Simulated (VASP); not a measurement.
Here is the system:

```xyz
8
Lattice="6.1275 0.0000 0.0000 0.0000 6.1275 0.0000 0.0000 0.0000 6.1275" Properties=species:S:1:pos:R:3 pbc="T T T"
Na     0.0000     0.0000     0.0000
Na     3.0638     3.0638     0.0000
Na     3.0638     0.0000     3.0638
Br     3.0638     3.0638     3.0638
Br     0.0000     0.0000     3.0638
Br     0.0000     3.0638     0.0000
Br     3.0638     0.0000     0.0000
K      0.0000     3.0638     3.0638
```

Method: PBEsol GGA, VASP's PBE PAW potentials (set 64) (plane waves; VASP). Numerical set-up: 400 eV cut-off, 4×4×4 Γ-centred mesh, Gaussian smearing of 0.050 eV, potentials Na_pv Br K_sv.

Problem. Predict the energy per atom (σ→0), band gap (on the k-mesh) with the smallest direct gap where there is one.

Solution. 
The band gap (on the k-mesh) is 3.90 eV, the smallest direct gap (on the k-mesh) comes out as 3.90 eV and the energy per atom (σ→0) comes out as -3.165 eV/atom.

The structure was generated: KNa3Br4 was put into an ordered model structure (Pm-3m), which need not be its known phase. The cell was not relaxed at this level. The start is the result of an earlier pass.
